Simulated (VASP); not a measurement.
Data:

```yaml
crystal:
  lattice:
    - [1.77667, -3.07728, 0.00000]
    - [1.77667, 3.07728, 0.00000]
    - [0.00000, 0.00000, 5.50680]
  atoms:
    - { symbol: Dy, position: [0.33333, 0.66667, 0.25000] }
    - { symbol: Dy, position: [0.68074, 0.34740, 0.75000] }
```

Level of theory: PBEsol GGA, VASP's PBE PAW potentials (set 64) (plane waves; VASP). Settings: 480 eV cut-off, 12×12×6 Γ-centred mesh, first-order Methfessel-Paxton smearing of 0.10 eV, potentials Dy_3.

The 4f electrons are frozen in the core of the lanthanide potential, so 4f levels, which can set the real gap, and their magnetism are missing.

**Question.** Which forces act on the atoms, in eV/Å?

**Answer.** 
| atom | Fx | Fy | Fz |
|---|---|---|---|
| Dy1 | 0.058 | -0.007 | 0.000 |
| Dy2 | -0.058 | 0.007 | 0.000 |

**Question.** Give the stress tensor in GPa (positive for a compressed cell).

**Answer.** 
```
-0.07  -0.17   0.00
-0.17  -0.11   0.00
 0.00   0.00  -0.01
```
The pressure is its mean diagonal, -0.06 GPa.

The compound is Dy in the hcp structure. This cell was strained or had an atom moved on purpose.
